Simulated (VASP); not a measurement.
Computed with LDA (Ceperley-Alder, Perdew-Zunger), VASP's LDA PAW potentials (set 64) (plane waves; VASP).

A VASP calculation is set up with these files.

### INCAR
```
! general
SYSTEM = BN
PREC   = Accurate
ENCUT  = 520
LREAL  = F
LASPH  = T

! electronic loop
EDIFF  = 1E-7
NELM   = 100
ALGO   = Normal

! smearing
ISMEAR = -5

! ions
ISIF   = 2

! output
LWAVE  = F
LCHARG = T
LORBIT = 11
NEDOS  = 601

! other
LEFG   = T
```

### KPOINTS
```
Automatic mesh
0
Gamma
11 11 6
0 0 0
```

File POSCAR:
```
BN
1
    1.2626914989    -2.1870460443     0.0000000000
    1.2626914989     2.1870460443     0.0000000000
    0.0000000000    -0.0000000000     4.1782425447
B N
2 2
Direct
  0.6666670000   0.3333330000   0.5003026567
  0.3333330000   0.6666670000   0.0003026567
  0.6666670000   0.3333330000   0.8746973433
  0.3333330000   0.6666670000   0.3746973433
```

POTCAR, in this order: B N (LDA.64 set). Program: vasp_std.

The resulting files:

### OSZICAR
```
       N       E                     dE             d eps       ncg     rms          rms(c)
DAV:   1     0.470143674933E+02    0.47014E+02   -0.88574E+03  1536   0.130E+03
DAV:   2    -0.388356418445E+02   -0.85850E+02   -0.81523E+02  2188   0.258E+02
DAV:   3    -0.411084263076E+02   -0.22728E+01   -0.22649E+01  2048   0.424E+01
DAV:   4    -0.411196746824E+02   -0.11248E-01   -0.11244E-01  1868   0.326E+00
DAV:   5    -0.411197918607E+02   -0.11718E-03   -0.11716E-03  2020   0.301E-01    0.939E+00
DAV:   6    -0.390527663356E+02    0.20670E+01   -0.53102E+00  1800   0.188E+01    0.441E+00
DAV:   7    -0.388220906968E+02    0.23068E+00   -0.23562E-01  1876   0.443E+00    0.256E+00
DAV:   8    -0.387567140829E+02    0.65377E-01   -0.99326E-02  1720   0.271E+00    0.219E-01
DAV:   9    -0.387558479126E+02    0.86617E-03   -0.23044E-03  2000   0.465E-01    0.125E-01
DAV:  10    -0.387558065520E+02    0.41361E-04   -0.15136E-04  1836   0.126E-01    0.202E-02
DAV:  11    -0.387558035489E+02    0.30031E-05   -0.25305E-05  1992   0.410E-02    0.108E-02
DAV:  12    -0.387558034718E+02    0.77144E-07   -0.20689E-06  1892   0.137E-02    0.150E-03
DAV:  13    -0.387558034693E+02    0.24822E-08   -0.34260E-08  1232   0.203E-03
   1 F= -.38755803E+02 E0= -.38755803E+02  d E =0.000000E+00
```

### OUTCAR
```
------------------------ aborting loop because EDIFF is reached ----------------------------------------
  FORCE on cell =-STRESS in cart. coord.  units (eV):
  Direction    XX          YY          ZZ          XY          YZ          ZX
  --------------------------------------------------------------------------------------
  Total       -0.0072197     -0.0072197      0.0050708      0.0000000     -0.0000000     -0.0000000
  in kB       -0.5012486     -0.5012487      0.3520545      0.0000000     -0.0000000     -0.0000000
  external PRESSURE =      -0.2168143 kB  Pullay stress =       0.0000000 kB
  volume of cell :       23.08
      direct lattice vectors                 reciprocal lattice vectors
     1.262691499 -2.187046044  0.000000000     0.395979541 -0.228618872  0.000000000
     1.262691499  2.187046044  0.000000000     0.395979541  0.228618872  0.000000000
     0.000000000  0.000000000  4.178242545     0.000000000  0.000000000  0.239335077
  FREE ENERGIE OF THE ION-ELECTRON SYSTEM (eV)
  ---------------------------------------------------
  free  energy   TOTEN  =       -38.7558034693 eV

  energy  without entropy=      -38.7558034693  energy(sigma->0) =      -38.75580347

 total charge

# of ion       s       p       d       tot
------------------------------------------
    1        0.681   1.404   0.000   2.085
    2        0.681   1.404   0.000   2.085
    3        1.204   2.758   0.000   3.962
    4        1.204   2.758   0.000   3.962
--------------------------------------------------
tot          3.770   8.324   0.000  12.094

 Electric field gradients after diagonalization (V/A^2)
 (convention: |V_zz| > |V_xx| > |V_yy|)
----------------------------------------------------------------------
 ion       V_xx      V_yy      V_zz     asymmetry (V_yy - V_xx)/ V_zz
----------------------------------------------------------------------
   1      -0.418    -0.418     0.837       0.000
   2      -0.418    -0.418     0.837       0.000
   3      -2.392    -2.390     4.781       0.000
   4      -2.392    -2.389     4.781       0.000
```
(Selected blocks of OUTCAR.)

The compound is BN in the wurtzite structure, a metastable high-pressure form. It was relaxed first.
